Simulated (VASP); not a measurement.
Data:

```yaml
crystal:
  lattice:
    - [5.41934, 0.00000, 0.00000]
    - [0.00000, 5.41934, 0.00000]
    - [0.00000, 0.00000, 5.41934]
  atoms:
    - { symbol: Nb, position: [0.25000, 0.00000, 0.50000] }
    - { symbol: Nb, position: [0.75000, 0.00000, 0.50000] }
    - { symbol: Nb, position: [0.50000, 0.75000, 0.00000] }
    - { symbol: Nb, position: [0.50000, 0.25000, 0.00000] }
    - { symbol: Nb, position: [0.00000, 0.50000, 0.75000] }
    - { symbol: Nb, position: [0.00000, 0.50000, 0.25000] }
    - { symbol: Sn, position: [0.00000, 0.00000, 0.00000] }
    - { symbol: Sn, position: [0.50000, 0.50000, 0.50000] }
```

Computed with PBEsol GGA, VASP's PBE PAW potentials (set 64) (plane waves; VASP). Settings: 300 eV cut-off, 5×5×5 Γ-centred mesh, Fermi-Dirac smearing of 0.050 eV, potentials Nb_sv Sn_d.

At this cut-off the stress carries a Pulay error, which pulls relaxed volumes low. Unless said otherwise, spin-orbit coupling is left out, though it shifts the bands of the heavy elements here.

Question: What does the run give for the energy per atom (σ→0), pressure, band gap (on the k-mesh) with the smallest direct gap where there is one?

Answer: 
```
Quantity                                                    Result
------------------------  ----------------------------------------
band gap (on the k-mesh)  none (metal, semimetal or under 0.01 eV)
energy per atom (σ→0)                               -9.407 eV/atom
pressure                                                -13.99 GPa
```

The absolute energy has meaning only against runs of the same code, potentials and settings.

The structure comes from a computed database's Nb3Sn entry; how it stands against other phases isn't given here. The cell was not relaxed at this level.
